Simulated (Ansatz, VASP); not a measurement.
# ZnGa39O60 (partly crystallised Ga2O3) in two plane-wave programs, part 2 of 3

Wanted: the spread between two codes on one cell, functional and k mesh. Of the first pair: The structure shown is the start of the Ansatz relaxation below; VASP solves that cell, so the two are compared at the walk's first step.

VASP 6.6.1 and Ansatz 0.2.0.

So far: The structure; Ansatz: relaxation, LDA.

## (3) VASP: single point, LDA, start cell, pair 1

Level of this step: LDA, spin-polarised from a ferromagnetic start; plane waves and PAW (Ga_d, Zn, O) (VASP).

The same cell, functional (in two slightly different forms), mesh and smearing now go to VASP, with its own data sets.

Lines of VASP's logs that name or quote its potential files are left out, and so is its time.

INCAR

```
SYSTEM = ZnGa39O60
PREC = Accurate
ENCUT = 520
EDIFF = 1E-06
NELM = 200
ISMEAR = -1
SIGMA = 0.025
LREAL = Auto
ALGO = Normal
GGA = PW92
NBANDS = 512
ISPIN = 2
MAGMOM = 0 -0 -0 -0 -0 -0 -0 -0 -0 -0 0 0 -0 0 0 -0 -0 0 -0 -0 -0 0 0 -0 -0 -0 -0 0 -0 -0 0 -0 0 0 -0 -0 0 0 -0 0 -0 0 -0 -0 0 0 0 0.03 -0 0 -0 0 0.01 0 -0 0.03 0 0 0 0 0 0 -0 0 0 0.01 0 0.01 0 0 0 -0 0 -0 0 -0 0 0 0 0 0 -0 0 0 -0 0 -0 -0 0.41 0 0.3 -0 0 0 0 0 0 0 0 0
LORBIT = 11
LWAVE = .FALSE.
LCHARG = .FALSE.
ISIF = 2
LASPH = .TRUE.
GGA_COMPAT = .FALSE.
NCORE = 2
```

POSCAR

```
ZnGa39O60
1.0
   10.0712400000      0.0000000000      0.0000000000
    0.0000000000     10.0712400000      0.0000000000
    0.0000000000      0.0000000000     10.0712400000
Ga Zn O
39 1 60
Direct
    0.6409737033      0.9060155453      0.6945222237
    0.4006160115      0.2371902566      0.0296984284
[... 5 atom lines left out ...]
    0.8929982803      0.1601490978      0.3356885547
    0.1433984296      0.9383750164      0.3057418947
[... 4 atom lines left out ...]
    0.6843447282      0.7055635652      0.4945667068
[... 4 atom lines left out ...]
    0.2027952864      0.1670201485      0.7442181896
[... 1 atom line left out ...]
    0.6701160930      0.2286014433      0.6426517489
[... 5 atom lines left out ...]
    0.9577172225      0.2387590803      0.6015843134
    0.8964635934      0.7791791279      0.7613759577
    0.1512425481      0.9053800724      0.6832624384
    0.9246130566      0.0886881854      0.8431930924
    0.1420976960      0.7106672068      0.5039697197
[... 7 atom lines left out ...]
    0.6528788908      0.9327848408      0.3138342448
    0.8945869625      0.9613215453      0.5390895262
    0.7243199447      0.1117836533      0.2713667830
[... 1 atom line left out ...]
    0.8303744127      0.2366044300      0.7715335947
    0.5733653453      0.7442579067      0.3345764772
[... 5 atom lines left out ...]
    0.9953590620      0.8108832676      0.5962622279
[... 1 atom line left out ...]
    0.0996898098      0.7521814593      0.3279933752
    0.0387837049      0.0733375433      0.6724296114
[... 1 atom line left out ...]
    0.0913293696      0.3371183687      0.7051465361
[... 1 atom line left out ...]
    0.9781814355      0.0021546503      0.3784241067
    0.4787891064      0.8539266267      0.6141051152
[... 2 atom lines left out ...]
    0.0724041925      0.5421675980      0.5109202045
    0.0836937656      0.9381466433      0.1185951283
[... 1 atom line left out ...]
    0.7905878521      0.6084454347      0.3872611516
[... 1 atom line left out ...]
    0.8225005064      0.9527923076      0.7268320485
[... 1 atom line left out ...]
    0.2202112153      0.7191765860      0.6933207827
    0.0902570091      0.1622441725      0.9058666063
    0.8147953976      0.3424603127      0.3292246039
    0.0623657067      0.8661793384      0.8506003233
[... 1 atom line left out ...]
    0.8558032576      0.4100587415      0.5973246591
[... 1 atom line left out ...]
    0.5816364221      0.2931813759      0.4904262037
[... 1 atom line left out ...]
    0.7746613128      0.8295105667      0.1842772092
[... 5 atom lines left out ...]
    0.7284703770      0.8877854167      0.4837438091
    0.0610252561      0.2823783367      0.4489417391
[... 1 atom line left out ...]
    0.7276859652      0.7150360829      0.6837886894
[... 2 atom lines left out ...]
    0.3077476061      0.1672485215      0.5954380990
    0.8188167495      0.1433984296      0.5240864084
    0.2248183938      0.9118738110      0.5104336705
    0.4951723919      0.0175152216      0.3857717620
    0.9782211525      0.6107490240      0.8029398565
    0.8184394374      0.7696470345      0.9427836096
    0.9946441550      0.2174012336      0.1910092501
    0.5652432074      0.0809036425      0.6890412700
[... 1 atom line left out ...]
    0.2371207518      0.1020728331      0.2962197306
[... 1 atom line left out ...]
    0.9752423733      0.4105254169      0.9681230911
```

KPOINTS

```
Automatic mesh
0
Gamma
1 1 1
0 0 0
```

Potentials, in the order of the species: Ga_d, Zn and O (LDA family, release 64).

Launch:

```sh
$ mpirun -np 8 vasp_gam
```

Numbers of over 12 decimals in the logs are rounded to 6 here.

The program printed:

```text
[banner, memory and clock lines left out]
running    8 mpi-ranks, on    1 nodes
[...]
|                                                                             |
|               ----> ADVICE to this user running VASP <----                  |
|                                                                             |
|     You enforced a specific xc type in the INCAR file but a different       |
|     [... a line on the potential file left out ...]
|     I HOPE YOU KNOW WHAT YOU ARE DOING!                                     |
|                                                                             |

 LDA part: xc-table for (Slater(with rela. corr.)+PW92), standard interpolation
 POSCAR, INCAR and KPOINTS ok, starting setup
[...]
entering main loop
       N       E                     dE             d eps       ncg     rms          rms(c)
DAV:   1     0.259770985808E+05    0.25977E+05   -0.30279E+05  2104   0.368E+03
DAV:   2     0.606710516841E+04   -0.19910E+05   -0.18875E+05  2048   0.108E+03
DAV:   3     0.201401204268E+03   -0.58657E+04   -0.55516E+04  2520   0.400E+02
DAV:   4    -0.665079230478E+03   -0.86648E+03   -0.84004E+03  2336   0.160E+02
[...]
DAV:  33    -0.667044355327E+03    0.50688E-05   -0.10591E-05  1896   0.213E-02    0.340E-02
DAV:  34    -0.667044352421E+03    0.29067E-05   -0.15791E-05  2272   0.162E-02    0.222E-02
DAV:  35    -0.667044351954E+03    0.46672E-06   -0.39649E-06  1480   0.747E-03
   1 F= -.66704435E+03 E0= -.66701920E+03  d E =-.503061E-01  mag=     0.0004
```

OUTCAR, selected parts (step 3):

```text
  Total      -30.8250291      3.5184337     -7.1551480      7.4429564     -4.8640154     11.7371210
  in kB      -48.3465225      5.5183739    -11.2222611     11.6736648     -7.6288080     18.4087087
  external PRESSURE =     -18.0168032 kB  Pullay stress =       0.0000000 kB

 POSITION                                       TOTAL-FORCE (eV/Angst)
 -----------------------------------------------------------------------------------
      6.45540      9.12470      6.99470         0.270326     -0.104722     -0.470737
      4.03470      2.38880      0.29910         0.027687     -0.003893      0.032051
      4.05260      6.35230     10.05390         0.020923     -0.036121      0.002479
      9.23270      4.81830      4.29140        -0.081701      0.065715     -0.046801
      3.99350      6.96270      6.40820         0.108379     -0.016334      0.037034
      3.89970      0.14520      5.38130         0.331197     -0.386560     -0.146941
[...]
10.01730      2.18950      1.92370         0.041023     -0.051196     -0.144912
      5.69270      0.81480      6.93950        -0.204620      0.104960      0.021369
      3.06560      3.86230      3.82720        -0.076278     -0.030654      0.046137
      2.38810      1.02800      2.98330         0.041024      0.040907      0.049749
      3.16710      2.73190      8.68650        -0.007978     -0.075480     -0.097151
      9.82190      4.13450      9.75020        -0.046644      0.030097      0.030389
 -----------------------------------------------------------------------------------
    total drift:                               -0.031013      0.025809     -0.001683

  FREE ENERGIE OF THE ION-ELECTRON SYSTEM (eV)
  ---------------------------------------------------
  free  energy   TOTEN  =      -667.0443519539 eV

  energy  without entropy=     -666.9940458934  energy(sigma->0) =     -667.01919892

 magnetization (x)
# of ion       s       p       d       tot
------------------------------------------
    1       -0.000  -0.000   0.000   0.000
    2        0.000   0.000   0.000   0.000
    3       -0.000  -0.000  -0.000  -0.000
    4       -0.000  -0.000  -0.000  -0.000
    5        0.000   0.000  -0.000   0.000
    6       -0.000   0.000   0.000   0.000
    7       -0.000   0.000   0.000   0.000
    8       -0.000  -0.000   0.000   0.000
    9       -0.000   0.000   0.000   0.000
   10       -0.000  -0.000   0.000   0.000
   11       -0.000  -0.000   0.000  -0.000
   12       -0.000  -0.000  -0.000  -0.000
   13        0.000  -0.000   0.000  -0.000
[...]
--------------------------------------------------
tot          0.000   0.000   0.000   0.000

[... 3 further parts left out ...]
[key lines of the parts left out:]
E-fermi :   4.1266
```

The run ends at a pressure of -1.80 GPa, with forces up to 1.3 eV/Å.

## (4) Differences

Known differences besides the potentials themselves: VASP starts from the moments at which Ansatz ended; the cutoff is 420 eV in Ansatz and 520 eV in VASP (PREC = Accurate, projectors in real space); VASP's log shows a relativistic correction to its local exchange, Ansatz's none. Total energies have different zeros and are not compared.

Forces on 8 of the 100 atoms, those with the largest forces and the largest differences (eV/Å; atoms numbered as in POSCAR):

```csv
atom,"Ansatz x, y, z","VASP x, y, z"
Ga14,"0.163, 0.543, -0.041","0.138, 0.558, -0.003"
Ga39,"0.247, -0.147, 0.485","0.280, -0.151, 0.485"
O50,"0.552, -0.541, 0.272","0.611, -0.640, 0.277"
O53,"0.548, 0.369, 0.433","0.553, 0.350, 0.418"
O57,"0.408, 0.207, -0.734","0.492, 0.180, -0.819"
O83,"-1.148, -0.548, -0.309","-1.168, -0.507, -0.269"
O90,"-0.211, 0.611, -0.122","-0.326, 0.659, -0.133"
O95,"0.015, -0.017, -0.021","0.041, -0.051, -0.145"
```

The forces differ by 37 meV/Å r.m.s., which is 22.0 % of the r.m.s. force of 0.168 eV/Å (both taken over all components). VASP's last cycles still show a density residual of 2e-03, so its state may not be settled. Moments aren't recorded for both runs of this pair, so they may hold unlike magnetic states.

## (5) Ansatz: relaxation, LDA

This run makes the geometry at which the two programs are then compared.

The structure compared here is the end of the Ansatz relaxation.

input.yaml

```yaml
crystal:
  lattice:
    - [10.07124, 0.0, 0.0]
    - [0.0, 10.07124, 0.0]
    - [0.0, 0.0, 10.07124]
  atoms:
    - { symbol: Ga, position: [0.64097, 0.90602, 0.69452] }
    - { symbol: Ga, position: [0.40062, 0.23719, 0.0297] }
[... 5 atom lines left out ...]
    - { symbol: Ga, position: [0.893, 0.16015, 0.33569] }
    - { symbol: Ga, position: [0.1434, 0.93838, 0.30574] }
[... 4 atom lines left out ...]
    - { symbol: Ga, position: [0.68434, 0.70556, 0.49457] }
[... 4 atom lines left out ...]
    - { symbol: Ga, position: [0.2028, 0.16702, 0.74422] }
[... 1 atom line left out ...]
    - { symbol: Ga, position: [0.67012, 0.2286, 0.64265] }
[... 5 atom lines left out ...]
    - { symbol: Zn, position: [0.89459, 0.96132, 0.53909], spin: 0.6 }
    - { symbol: Ga, position: [0.95772, 0.23876, 0.60158] }
    - { symbol: Ga, position: [0.89646, 0.77918, 0.76138] }
    - { symbol: Ga, position: [0.15124, 0.90538, 0.68326] }
    - { symbol: Ga, position: [0.92461, 0.08869, 0.84319] }
[... 7 atom lines left out ...]
    - { symbol: Ga, position: [0.14567, 0.34077, 0.9564] }
    - { symbol: Ga, position: [0.65288, 0.93278, 0.31383] }
    - { symbol: O, position: [0.72432, 0.11178, 0.27137] }
[... 1 atom line left out ...]
    - { symbol: O, position: [0.83037, 0.2366, 0.77153] }
    - { symbol: O, position: [0.57337, 0.74426, 0.33458] }
[... 5 atom lines left out ...]
    - { symbol: O, position: [0.99536, 0.81088, 0.59626], spin: 0.6 }
[... 1 atom line left out ...]
    - { symbol: O, position: [0.09969, 0.75218, 0.32799] }
    - { symbol: O, position: [0.03878, 0.07334, 0.67243], spin: 0.6 }
[... 1 atom line left out ...]
    - { symbol: O, position: [0.09133, 0.33712, 0.70515] }
[... 1 atom line left out ...]
    - { symbol: O, position: [0.97818, 0.00215, 0.37842], spin: 0.6 }
    - { symbol: O, position: [0.47879, 0.85393, 0.61411] }
[... 2 atom lines left out ...]
    - { symbol: O, position: [0.0724, 0.54217, 0.51092] }
    - { symbol: O, position: [0.08369, 0.93815, 0.1186] }
[... 1 atom line left out ...]
    - { symbol: O, position: [0.79059, 0.60845, 0.38726] }
[... 1 atom line left out ...]
    - { symbol: O, position: [0.8225, 0.95279, 0.72683], spin: 0.6 }
[... 1 atom line left out ...]
    - { symbol: O, position: [0.22021, 0.71918, 0.69332] }
[... 1 atom line left out ...]
    - { symbol: O, position: [0.8148, 0.34246, 0.32922] }
    - { symbol: O, position: [0.06237, 0.86618, 0.8506] }
[... 1 atom line left out ...]
    - { symbol: O, position: [0.8558, 0.41006, 0.59732] }
[... 1 atom line left out ...]
    - { symbol: O, position: [0.58164, 0.29318, 0.49043] }
[... 1 atom line left out ...]
    - { symbol: O, position: [0.77466, 0.82951, 0.18428] }
    - { symbol: O, position: [0.57391, 0.89071, 0.87201] }
[... 4 atom lines left out ...]
    - { symbol: O, position: [0.72847, 0.88779, 0.48374], spin: 0.6 }
    - { symbol: O, position: [0.06103, 0.28238, 0.44894] }
[... 1 atom line left out ...]
    - { symbol: O, position: [0.72769, 0.71504, 0.68379] }
[... 2 atom lines left out ...]
    - { symbol: O, position: [0.30775, 0.16725, 0.59544] }
    - { symbol: O, position: [0.81882, 0.1434, 0.52409], spin: 0.6 }
    - { symbol: O, position: [0.22482, 0.91187, 0.51043] }
    - { symbol: O, position: [0.49517, 0.01752, 0.38577] }
    - { symbol: O, position: [0.97822, 0.61075, 0.80294] }
    - { symbol: O, position: [0.81844, 0.76965, 0.94278] }
    - { symbol: O, position: [0.99464, 0.2174, 0.19101] }
    - { symbol: O, position: [0.56524, 0.0809, 0.68904] }
[... 1 atom line left out ...]
    - { symbol: O, position: [0.23712, 0.10207, 0.29622] }
[... 1 atom line left out ...]
    - { symbol: O, position: [0.97524, 0.41053, 0.96812] }
magnetization:
  spin_polarized: true
kpoints:
  mp_grid: { grid: [1, 1, 1] }
hamiltonian:
  xc: lda
  pseudopotentials: { kind: paw, azcp: { folder: soft_1 }, xc_functional: pbe }
scf:
  occupations: { method: fermi_dirac, width: 0.025 }
  lower_state_search: "off"
output:
  forces: true
  eigenvalues: true
relax:
  f_tol: 0.05
  max_steps: 90
```

Launch:

```sh
$ ansatz run input.yaml --threads 4 --pin off --max-ram 8192MiB --backend cpu --events-out ev --progress --plain --runs-dir out
```

The program printed:

```text
[...]
Crystal: 100 atoms, lattice volume = 1021.525 Å³
Basis set: ecut = 420 eV, 20005 PW (Γ)
Bands: 542, of which v1, the nominal top of the filled ones, is band 440 counted from 1 (439 counted from 0)
Symmetry: 1 space group operations
[...]
k-points: 1
[...]
Starting moments: Σ|m| = 4.2 μB on 7 of 100 sites
[...]
- { symbol: O, position: [0.474066, 0.425542, 0.00239561] }
    - { symbol: O, position: [0.829492, 0.235266, 0.773571] }
    - { symbol: O, position: [0.569474, 0.742532, 0.332233] }
    - { symbol: O, position: [0.802173, 0.537005, 0.129664] }
    - { symbol: O, position: [0.564736, 0.675215, 0.076139] }
    - { symbol: O, position: [0.238398, 0.510597, 0.904763] }
    - { symbol: O, position: [0.321069, 0.668265, 0.466860] }
[...]
- { symbol: O, position: [0.305198, 0.387680, 0.380323] }
    - { symbol: O, position: [0.235181, 0.106237, 0.290711] }
    - { symbol: O, position: [0.315497, 0.270530, 0.859895] }
    - { symbol: O, position: [0.973508, 0.410926, 0.967928] }
```

(Continued in part 3 of 3.)

[Lines on the potential files, build, host, timing and source positions are cut from VASP's logs without a mark.]

[Logs are printed without paths, hosts, clocks, repeated set-up lines and the standing remarks that a program may print on its own settings, such as how far it seeks lower states.]

[Hosts, paths, dates, database ids (printed as entryN), source tags and the programs' standing remarks are cut or masked in the printed files.]
